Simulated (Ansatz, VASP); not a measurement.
# Two plane-wave programs on TeW

```
Te W
1.0
     0.00000    2.91755    2.91755
     2.91755    0.00000    2.91755
     2.91755    2.91755    0.00000
Te W
1 1
Cartesian
  0.0000 0.0000 0.0000
  2.9176 2.9176 2.9176
```

Alike in both runs: task relaxation of cell and atoms; functional PBE; k mesh 6 × 6 × 6; occupations gaussian, width 0.1 eV; no spin polarisation.

```csv
,VASP,Ansatz
version,VASP 6.6.1,Ansatz 0.2.0
potentials or method,"VASP PAW PBE potentials, release 64 (Te, W_sv)","scalar-relativistic, plane waves, PAW"
plane-wave cutoff (eV),600,420
valence electrons in the cell,20,30
```

VASP gave:

```
gap on the k mesh at the Fermi level, each at its own relaxed structure (eV) : none
relaxed volume (Å³/atom)                                                     : 21.93
relaxed cell length with the largest relative difference (Å)                 : 3.958
energy change over the relaxation (meV/atom)                                 : -116
```

Which values does Ansatz return?

gap on the k mesh at the Fermi level, each at its own relaxed structure (eV): none; relaxed volume (Å³/atom): 21.91; relaxed cell length with the largest relative difference (Å): 3.957; energy change over the relaxation (meV/atom): -116.

A gap of «none» marks a metal or a gap that the smearing closes. The two sets of potentials don't hold the same shells in valence.

The runs have no spin-orbit coupling, so splittings on Te, W are missing.
